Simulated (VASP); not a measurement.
LaBi: single point with LDA

Crystal: LaBi.

```
CELL_PARAMETERS angstrom
0.00000 3.28250 3.28250
3.28250 0.00000 3.28250
3.28250 3.28250 0.00000
ATOMIC_POSITIONS crystal
La 0.00000 0.00000 0.00000
Bi 0.50000 0.50000 0.50000
```

```json
{
  "Program": "VASP 6.6.1",
  "Task": "single point",
  "Functional": "LDA",
  "Potentials or basis": "VASP PAW LDA potentials, release 64 (La, Bi_d)",
  "Cutoff": "520 eV",
  "k mesh": "6 × 6 × 6",
  "Occupations": "fermi-dirac, width 0.1 eV",
  "Spin": "no spin polarisation",
  "Dipole correction": "no",
  "Further INCAR settings": "ALGO = Normal; EDIFF = 1e-07; NBANDS = 20"
}
```

| Quantity | Value |
| --- | --- |
| Pressure | -1.5 GPa |
| Band gap on the k mesh | none (metal or under the smearing width) |

Levels at points of the mesh, in eV from the Fermi level:
| k point | band 11 | band 12 | band 13 | band 14 | band 15 | band 16 |
| --- | --- | --- | --- | --- | --- | --- |
| (0.00, 0.00, 0.00) | 0.24 | 0.24 | 0.24 | 1.23 | 1.23 | 1.23 |
| (0.50, 0.00, 0.00) | -3.28 | -1.63 | -1.63 | 1.61 | 1.79 | 1.79 |
| (0.50, 0.50, 0.00) | -1.56 | -0.26 | -0.26 | -0.23 | 1.82 | 1.85 |

It took 11 s on 1 thread of Intel(R) Xeon(R) 6975P-C (Granite Rapids), with other jobs on the host, peak memory 0.18 GiB.

Caveat: spin-orbit coupling is left out, which moves the levels of the heavy elements.
